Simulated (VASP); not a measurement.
# A VASP study of B2SbN (optB86b-vdW): structure first, properties next, part 2 of 2

Wanted: the relaxed cell of B2SbN and its properties. The cell is invented: it takes the structure of COD entry 9008833, BAs (space group 216 there), with some of its atoms replaced by other elements, volume scaled by an estimate. It may not be a known or stable phase. Left out of this account: 1 further run (relaxation: it shows nothing beyond the runs told).

VASP 6.6.1, plane waves and PAW; the level of theory is named at each step.

Still holding for the runs below: The k-mesh is coarse for a metal.

So far. Step 5 (Band structure (optB86b-vdW)): There is no gap at this level. Step 6 (Density of states (optB86b-vdW)): The finer mesh and the other smearing move the Fermi level by -0.02 eV from the 7×7×5 run, a small shift, which tests the Fermi level alone. Of the states within 0.3 eV of the Fermi level, the largest shares in the PAW spheres are B p 28 % and Sb p 16 %. The rest lies in smaller channels or between the spheres.

**7. Volume scan with optB86b-vdW**

An equation of state needs energies on both sides of the minimum, all on one mesh and cutoff.

File INCAR:

```
SYSTEM = B2SbN
PREC = Accurate
ENCUT = 520
EDIFF = 1E-06
NELM = 100
ISMEAR = 0
SIGMA = 0.05
LREAL = .FALSE.
ALGO = Normal
GGA = MK
AGGAC = 0
LUSE_VDW = .TRUE.
PARAM1 = 0.1234
PARAM2 = 1
LASPH = .TRUE.
NBANDS = 14
LORBIT = 11
LWAVE = .FALSE.
LCHARG = .FALSE.
KPAR = 2
ISIF = 2
```

File POSCAR:

```
B2SbN
1.0
    3.0862148914      0.0000000000      0.0000000000
    0.0000000000      3.0862148914      0.0000000000
    0.0000000000      0.0000000000      4.5399836498
Sb N B
1 1 2
Direct
    0.5000000000      0.5000000000      0.0000000000
    0.0000000000      0.0000000000      0.5000000000
    0.0000000000      0.5000000000      0.3269467459
    0.5000000000      0.0000000000      0.6730532541
```

File KPOINTS:

```
Automatic mesh
0
Gamma
7 7 5
0 0 0
```

Potentials, in the order of the species: Sb, N and B (PBE family, release 64).

Started as:

```
$ mpirun -np 2 vasp_std
```

Run time: 32 s. Hardware: 2 MPI ranks of Intel Xeon Platinum 8375C at 2.90GHz (Ice Lake), shared host; peak memory 0.62 GiB.

The scan keeps the cell's shape and the fractional positions fixed.

This step gave:

- bands: 14
- irreducible k-points: 30
- free energy (TOTEN): -18.61 eV
- energy at zero smearing: -18.61 eV
- Fermi energy: 10.00 eV
- pressure: 11.75 GPa

Force by atom:

| atom | x (eV/Å) | y (eV/Å) | z (eV/Å) | size |
| --- | --- | --- | --- | --- |
| Sb1 | 0.000 | 0.000 | 0.000 | 0.000 |
| N2 | 0.000 | 0.000 | 0.000 | 0.000 |
| B3 | 0.000 | 0.000 | 0.442 | 0.442 |
| B4 | 0.000 | 0.000 | -0.442 | 0.442 |

The pressure here is 11.75 GPa.

**8. Volume scan with optB86b-vdW (run 2)**

INCAR is that of step 7.

File POSCAR:

```
B2SbN
1.0
    3.1079495152      0.0000000000      0.0000000000
    0.0000000000      3.1079495152      0.0000000000
    0.0000000000      0.0000000000      4.5719564190
Sb N B
1 1 2
Direct
    0.5000000000      0.5000000000      0.0000000000
    0.0000000000      0.0000000000      0.5000000000
    0.0000000000      0.5000000000      0.3269467459
    0.5000000000      0.0000000000      0.6730532541
```

KPOINTS is that of step 7.

Started as:

```
$ mpirun -np 2 vasp_std
```

It took 30 s on 2 MPI ranks; peak memory 0.61 GiB; 56 s of CPU time.

Numbers from this step:

```
free energy (TOTEN)     : -18.67 eV
energy at zero smearing : -18.67 eV
Fermi energy            : 9.709 eV
pressure                : 7.413 GPa
```

Force by atom:

| atom | x (eV/Å) | y (eV/Å) | z (eV/Å) | size |
| --- | --- | --- | --- | --- |
| Sb1 | 0.000 | 0.000 | 0.000 | 0.000 |
| N2 | 0.000 | 0.000 | 0.000 | 0.000 |
| B3 | 0.000 | 0.000 | 0.284 | 0.284 |
| B4 | 0.000 | 0.000 | -0.284 | 0.284 |

The pressure falls from 11.75 to 7.41 GPa.

The run ends at a pressure of 7.41 GPa, with forces up to 0.28 eV/Å.

**9. Volume scan with optB86b-vdW (run 3)**

INCAR is that of step 8.

File POSCAR:

```
B2SbN
1.0
    3.1293843271      0.0000000000      0.0000000000
    0.0000000000      3.1293843271      0.0000000000
    0.0000000000      0.0000000000      4.6034881494
Sb N B
1 1 2
Direct
    0.5000000000      0.5000000000      0.0000000000
    0.0000000000      0.0000000000      0.5000000000
    0.0000000000      0.5000000000      0.3269467459
    0.5000000000      0.0000000000      0.6730532541
```

KPOINTS is that of step 8.

Started as:

```
$ mpirun -np 2 vasp_std
```

It took 34 s on 2 MPI ranks; peak memory 0.61 GiB.

The pressure falls from 7.41 to 3.51 GPa.

The run ends at a pressure of 3.51 GPa, with forces up to 0.14 eV/Å.

**10. Volume scan with optB86b-vdW (run 4)**

INCAR is that of step 9.

File POSCAR:

```
B2SbN
1.0
    3.1505294572      0.0000000000      0.0000000000
    0.0000000000      3.1505294572      0.0000000000
    0.0000000000      0.0000000000      4.6345937426
Sb N B
1 1 2
Direct
    0.5000000000      0.5000000000      0.0000000000
    0.0000000000      0.0000000000      0.5000000000
    0.0000000000      0.5000000000      0.3269467459
    0.5000000000      0.0000000000      0.6730532541
```

KPOINTS is that of step 9.

Started as:

```
$ mpirun -np 2 vasp_std
```

Run time: 29 s. Hardware: 2 MPI ranks; peak memory 0.62 GiB; 54 s of CPU time.

The pressure falls from 3.51 to 0.00 GPa.

The run ends at a pressure of 0.00 GPa, with forces up to 0.0010 eV/Å.

**11. Volume scan with optB86b-vdW (run 5)**

INCAR is that of step 10.

File POSCAR:

```
B2SbN
1.0
    3.1713944988      0.0000000000      0.0000000000
    0.0000000000      3.1713944988      0.0000000000
    0.0000000000      0.0000000000      4.6652873109
Sb N B
1 1 2
Direct
    0.5000000000      0.5000000000      0.0000000000
    0.0000000000      0.0000000000      0.5000000000
    0.0000000000      0.5000000000      0.3269467459
    0.5000000000      0.0000000000      0.6730532541
```

KPOINTS is that of step 10.

Started as:

```
$ mpirun -np 2 vasp_std
```

It took 28 s on 2 MPI ranks; peak memory 0.61 GiB.

The pressure falls from 0.00 to -3.16 GPa.

The run ends at a pressure of -3.16 GPa, with forces up to 0.13 eV/Å.

**12. Volume scan with optB86b-vdW (run 6)**

INCAR is that of step 11.

File POSCAR:

```
B2SbN
1.0
    3.1919885466      0.0000000000      0.0000000000
    0.0000000000      3.1919885466      0.0000000000
    0.0000000000      0.0000000000      4.6955822332
Sb N B
1 1 2
Direct
    0.5000000000      0.5000000000      0.0000000000
    0.0000000000      0.0000000000      0.5000000000
    0.0000000000      0.5000000000      0.3269467459
    0.5000000000      0.0000000000      0.6730532541
```

KPOINTS is that of step 11.

Started as:

```
$ mpirun -np 2 vasp_std
```

Run time: 29 s. Hardware: 2 MPI ranks; peak memory 0.61 GiB.

The pressure falls from -3.16 to -6.01 GPa.

The run ends at a pressure of -6.01 GPa, with forces up to 0.24 eV/Å.

**13. Volume scan with optB86b-vdW (run 7)**

A prediction first. A parabola through the 6 pressures of evenly scaled cells so far, P = -0.01 -167.1 t +368 t² GPa with t = ln(V/V₁) and V₁ the volume at scale 1, gives -8.50 GPa at t = +0.0583.

INCAR is that of step 12.

File POSCAR:

```
B2SbN
1.0
    3.2123202320      0.0000000000      0.0000000000
    0.0000000000      3.2123202320      0.0000000000
    0.0000000000      0.0000000000      4.7254912067
Sb N B
1 1 2
Direct
    0.5000000000      0.5000000000      0.0000000000
    0.0000000000      0.0000000000      0.5000000000
    0.0000000000      0.5000000000      0.3269467459
    0.5000000000      0.0000000000      0.6730532541
```

KPOINTS is that of step 12.

Started as:

```
$ mpirun -np 2 vasp_std
```

The job ended after 31 s (2 MPI ranks; peak memory 0.61 GiB; 56 s of CPU time).

The pressure falls from -6.01 to -8.55 GPa. The parabola predicted -8.50 GPa, +0.05 GPa off.

**14. Comparing the runs**

Times are for 2 MPI ranks of Intel Xeon Platinum 8375C at 2.90GHz (Ice Lake), shared host. Results by setting:

| no. | volume scale | energy above the lowest point (meV/atom) | pressure (GPa) | time | memory (GiB) |
| --- | --- | --- | --- | --- | --- |
| 1 | 0.94 | 24.32 | 11.75 | 32 s | 0.62 |
| 2 | 0.96 | 10.51 | 7.413 | 30 s | 0.61 |
| 3 | 0.98 | 2.6 | 3.512 | 34 s | 0.61 |
| 4 | 1 | 0 | -6.99e-4 | 29 s | 0.62 |
| 5 | 1.02 | 2.19 | -3.162 | 28 s | 0.61 |
| 6 | 1.04 | 8.69 | -6.005 | 29 s | 0.61 |
| 7 | 1.06 | 19.08 | -8.551 | 31 s | 0.61 |

**15. Fit for optB86b-vdW**

This step: Birch-Murnaghan fit, optB86b-vdW; plane waves and PAW; invented cell (VASP 6.6.1).

Derived from the runs above.

Numbers from this step:

```
pressure derivative of the bulk modulus : 4.211
r.m.s. error of the fit                 : 7.28e-7 eV/atom
minimum inside the sampled range        : yes
bulk modulus                            : 166.2 GPa
equilibrium volume of the fit           : 11.51 Å³/atom
```

Energy above the fitted minimum against volume:

| volume (Å³/atom) | energy above the fitted minimum (eV/atom) |
| --- | --- |
| 10.810 | 0.0243 |
| 11.040 | 0.0105 |
| 11.271 | 0.00260 |
| 11.501 | 2.8e-6 |
| 11.731 | 0.00219 |
| 11.961 | 0.00869 |
| 12.191 | 0.0191 |

The fitted volume lies +0.05 % from the relaxed one. The atoms bear forces along the scan, since they were held; freeing them would lower the modulus.

**16. Bands along the symmetry lines (optB86b-vdW + SOC)**

This step: optB86b-vdW, spin-orbit coupling; plane waves and PAW (Sb, N, B); invented cell (VASP 6.6.1).

The mesh alone shows little of the dispersion and can miss band extrema, so KPOINTS_OPT adds a path through the symmetry points after the self-consistent cycle. Spin-orbit coupling needs spinors and the noncollinear program, where each band holds one electron.

INCAR: that of step 13 with these lines changed.

```diff
@@ -15,3 +15,7 @@
 LASPH = .TRUE.
-NBANDS = 14
+LNONCOLLINEAR = .TRUE.
+MAGMOM = 0 0 0 0 0 0 0 0 0 0 0 0
+NBANDS = 28
+GGA_COMPAT = .FALSE.
+LSORBIT = .TRUE.
 LORBIT = 11
@@ -20,2 +24 @@
 KPAR = 2
-ISIF = 2
```

File POSCAR:

```
B2SbN
1.0
    3.1505294572      0.0000000000      0.0000000000
    0.0000000000      3.1505294572      0.0000000000
    0.0000000000      0.0000000000      4.6345937426
Sb N B
1 1 2
Direct
    0.5000000000      0.5000000000      0.0000000000
    0.0000000000      0.0000000000      0.5000000000
    0.0000000000      0.5000000000      0.3269467459
    0.5000000000      0.0000000000      0.6730532541
```

File KPOINTS:

```
Automatic mesh
0
Gamma
6 6 4
0 0 0
```

File KPOINTS_OPT:

```
Line mode
16
Line-mode
Reciprocal
  0.00000000   0.00000000   0.00000000 GAMMA
  0.00000000   0.50000000   0.00000000 X

  0.00000000   0.50000000   0.00000000 X
  0.50000000   0.50000000   0.00000000 M

  0.50000000   0.50000000   0.00000000 M
  0.00000000   0.00000000   0.00000000 GAMMA

  0.00000000   0.00000000   0.00000000 GAMMA
  0.00000000   0.00000000   0.50000000 Z

  0.00000000   0.00000000   0.50000000 Z
  0.00000000   0.50000000   0.50000000 R

  0.00000000   0.50000000   0.50000000 R
  0.50000000   0.50000000   0.50000000 A

  0.50000000   0.50000000   0.50000000 A
  0.00000000   0.00000000   0.50000000 Z

  0.00000000   0.50000000   0.00000000 X
  0.00000000   0.50000000   0.50000000 R

  0.50000000   0.50000000   0.00000000 M
  0.50000000   0.50000000   0.50000000 A
```

Started as:

```
$ mpirun -np 2 vasp_ncl
```

Run time: 2.1 min. Hardware: 2 MPI ranks; peak memory 0.93 GiB.

This step gave:

```yaml
scf_cycles: 13
bands: 28
irreducible_k_points: 36
free_energy_toten: -18.77 eV
energy_at_zero_smearing: -18.77 eV
fermi_energy: 9.078 eV
pressure: 0.3332 GPa
```

On-site spin-orbit energy by atom:

| atom | on-site spin-orbit energy (eV) |
| --- | --- |
| Sb1 | -0.115 |
| N2 | 0.000 |
| B3 | 0.000 |
| B4 | 0.000 |

Electronic bands along the path, in eV, zero at the Fermi level; # counts the bands kept:

| point | #9 | #10 | #11 | #12 | #13 | #14 | #15 | #16 |
| --- | --- | --- | --- | --- | --- | --- | --- | --- |
| Γ | -0.97 | -0.97 | 0.29 | 0.29 | 0.56 | 0.56 | 1.50 | 1.50 |
| 0.53 of the way | -3.41 | -3.38 | 0.10 | 0.10 | 0.55 | 0.55 | 3.00 | 3.05 |
| X | -5.71 | -5.71 | -0.31 | -0.31 | 1.67 | 1.67 | 3.27 | 3.27 |
| 0.53 of the way | -5.35 | -5.23 | -3.52 | -3.22 | 1.51 | 1.53 | 2.24 | 2.24 |
| M | -5.20 | -5.20 | -3.53 | -3.53 | 0.54 | 0.54 | 1.05 | 1.05 |
| 0.53 of the way | -3.38 | -3.32 | -2.73 | -2.48 | 1.53 | 1.54 | 2.16 | 2.18 |
| Γ | -0.97 | -0.97 | 0.29 | 0.29 | 0.56 | 0.56 | 1.50 | 1.50 |
| 0.53 of the way | -0.50 | -0.50 | -0.20 | -0.20 | -0.15 | -0.15 | 1.52 | 1.52 |
| Z | -0.99 | -0.99 | -0.68 | -0.68 | 0.15 | 0.15 | 1.39 | 1.39 |
| 0.53 of the way | -2.98 | -2.79 | -0.33 | -0.32 | 1.26 | 1.26 | 3.00 | 3.04 |
| R | -2.82 | -2.82 | -0.01 | -0.01 | 0.09 | 0.09 | 3.24 | 3.24 |
| 0.47 of the way | -3.96 | -3.96 | -2.98 | -2.97 | 1.55 | 1.56 | 3.15 | 3.29 |
| A | -6.41 | -6.41 | -6.06 | -6.06 | 3.56 | 3.56 | 3.72 | 3.72 |
| 0.47 of the way | -3.66 | -3.52 | -2.18 | -2.16 | 1.71 | 1.74 | 2.94 | 2.98 |
| Z | -0.99 | -0.99 | -0.68 | -0.68 | 0.15 | 0.15 | 1.39 | 1.39 |
| jump to X | -5.71 | -5.71 | -0.31 | -0.31 | 1.67 | 1.67 | 3.27 | 3.27 |
| 0.47 of the way | -4.16 | -4.16 | -0.16 | -0.16 | 1.12 | 1.12 | 3.15 | 3.15 |
| R | -2.82 | -2.82 | -0.01 | -0.01 | 0.09 | 0.09 | 3.24 | 3.24 |
| jump to M | -5.20 | -5.20 | -3.53 | -3.53 | 0.54 | 0.54 | 1.05 | 1.05 |
| 0.47 of the way | -5.75 | -5.75 | -4.83 | -4.83 | 1.87 | 1.87 | 2.31 | 2.31 |
| A | -6.41 | -6.41 | -6.06 | -6.06 | 3.56 | 3.56 | 3.72 | 3.72 |

Of the projections kept (Sb, N, B), the largest for each band there; the rest of the weight can lie on other orbitals:

| point | #9 | #10 | #11 | #12 | #13 | #14 | #15 | #16 |
| --- | --- | --- | --- | --- | --- | --- | --- | --- |
| Γ | B 0.51 | B 0.51 | B 0.43 | B 0.43 | B 0.50 | B 0.50 | B 0.89 | B 0.89 |
| X | N 0.71 | N 0.71 | B 0.65 | B 0.65 | B 0.75 | B 0.75 | B 0.41 | B 0.41 |
| M | B 0.39 | B 0.39 | Sb 0.54 | Sb 0.54 | Sb 0.58 | Sb 0.58 | Sb 0.40 | Sb 0.40 |
| Γ | B 0.51 | B 0.51 | B 0.43 | B 0.43 | B 0.50 | B 0.50 | B 0.89 | B 0.89 |
| Z | Sb 0.50 | Sb 0.50 | B 0.54 | B 0.54 | B 0.73 | B 0.73 | B 0.81 | B 0.81 |
| R | B 0.35 | B 0.35 | B 0.60 | B 0.60 | B 0.64 | B 0.64 | B 0.76 | B 0.76 |

Force by atom:

| atom | x (eV/Å) | y (eV/Å) | z (eV/Å) | size |
| --- | --- | --- | --- | --- |
| Sb1 | 0.000 | 0.000 | 0.000 | 0.000 |
| N2 | 0.000 | 0.000 | 0.000 | 0.000 |
| B3 | 0.000 | 0.000 | 0.115 | 0.115 |
| B4 | 0.000 | 0.000 | -0.115 | 0.115 |

At these settings, which differ from those of the relaxation, the cell is under a pressure of 0.3 GPa.

**17. Field gradients at the nuclei (optB86b-vdW)**

This step: optB86b-vdW; plane waves and PAW (Sb, N, B); invented cell (VASP 6.6.1).

Field gradients probe how far the charge around each nucleus departs from cubic symmetry; LASPH keeps the non-spherical terms inside the spheres.

File INCAR:

```
SYSTEM = B2SbN
PREC = Accurate
ENCUT = 520
EDIFF = 1E-07
NELM = 100
ISMEAR = 0
SIGMA = 0.05
LREAL = .FALSE.
ALGO = Normal
GGA = MK
AGGAC = 0
LUSE_VDW = .TRUE.
PARAM1 = 0.1234
PARAM2 = 1
LASPH = .TRUE.
NBANDS = 14
LORBIT = 11
LWAVE = .FALSE.
LCHARG = .FALSE.
KPAR = 2
LEFG = .TRUE.
```

POSCAR is that of step 16.

File KPOINTS:

```
Automatic mesh
0
Gamma
7 7 5
0 0 0
```

Started as:

```
$ mpirun -np 2 vasp_std
```

It took 29 s on 2 MPI ranks; peak memory 0.61 GiB; 54 s of CPU time.

This step gave:

```yaml
scf_cycles: 14
bands: 14
irreducible_k_points: 30
free_energy_toten: -18.71 eV
energy_at_zero_smearing: -18.71 eV
fermi_energy: 9.152 eV
pressure: -6.99e-4 GPa
```

Electric field gradients, by row:

| atom | Vxx (V/Å²) | Vyy (V/Å²) | Vzz (V/Å²) | asymmetry |
| --- | --- | --- | --- | --- |
| Sb1 | -2.134 | -2.134 | 4.269 | 0 |
| N2 | 18.18 | 18.18 | -36.36 | 0 |
| B3 | 9.181 | 7.492 | -16.67 | 0.101 |
| B4 | 9.181 | 7.492 | -16.67 | 0.101 |

The largest gradient, -36.36 V/Å², sits on N2; times the quadrupole moment of a nucleus that has one, it gives the coupling that NMR and NQR see.

**18. What came out**

| Property | Result |
| --- | --- |
| relaxed volume | 11.50 Å³/atom |
| relaxed conventional cell a, b, c | 3.151, 3.151, 4.635 Å |
| space group after relaxing, within 0.02 Å | P-4m2 (No. 115) |
| band gap | none, a metal |
| DOS at the Fermi level | 0.125 states/eV/cell |
| bulk modulus from the fit | 166 GPa |
| volume from the fit | 11.5 Å³/atom |
| band gap (optB86b-vdW + SOC) | none, a metal |
| largest field gradient Vzz | -36.36 V/Å² on N2 |

With optB86b-vdW, B2SbN relaxes to 11.50 Å³/atom in space group P-4m2 (held by the symmetry of the run), comes out as a metal and has a bulk modulus of 166 GPa at fixed shape and positions, an upper bound. Band structure (optB86b-vdW): Of the bands kept, 2 cross the Fermi level on this path. Bands along the symmetry lines (optB86b-vdW + SOC): Of the bands kept, 4 cross the Fermi level on this path (spinor bands, one electron each). The k-sampling is coarse for a metal, so the Fermi level, pressures and the shape of the cell carry errors. No search among competing phases was made. All values are for a static lattice at zero temperature.

[Lines on the potential files, build, host, timing and source positions are cut from VASP's logs without a mark.]

[Logs are printed without paths, hosts, clocks, repeated set-up lines and the standing remarks that a program may print on its own settings, such as how far it seeks lower states.]

[Hosts, paths, dates, database ids (printed as entryN), source tags and the programs' standing remarks are cut or masked in the printed files.]

[A measured line is paired with the nearest computed mode of its activity, which favours agreement.]
